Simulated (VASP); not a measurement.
Data:

```
CELL_PARAMETERS angstrom
      1.51284     0.87344     5.44907
     -1.51284     0.87344     5.44907
      0.00000    -1.74688     5.44907
ATOMIC_POSITIONS crystal
  Mg 0.00000 0.00000 0.00000
  Zr 0.50000 0.50000 0.50000
```

Calculation: PBEsol GGA, VASP's PBE PAW potentials (set 64) (plane waves; VASP 6.6.1). Settings: 400 eV cut-off, Gaussian smearing of 0.050 eV, potentials Mg Zr_sv.

**Question.** Give the energies of bands 5 to 10 at the high-symmetry points, in eV from the Fermi level.

**Answer.** 
| band | Γ | T | H2 | L | S0 | F |
|---|---|---|---|---|---|---|
| 5 | -6.42 | -5.27 | -1.18 | -2.62 | -1.02 | -2.60 |
| 6 | -2.70 | -4.53 | -0.43 | -2.02 | -0.52 | -2.11 |
| 7 | -0.86 | -1.00 | -0.35 | -0.48 | -0.32 | -0.59 |
| 8 | 1.43 | 1.43 | 0.11 | -0.19 | 0.04 | 0.54 |
| 9 | 1.43 | 1.43 | 0.77 | 2.94 | 0.65 | 2.12 |
| 10 | 3.77 | 4.22 | 1.96 | 3.48 | 2.12 | 3.04 |

It has no gap at this level: it comes out as a metal or semimetal.

The structure comes from a computed database's MgZr entry (R-3m); how it stands against other phases isn't given here. It was relaxed first.
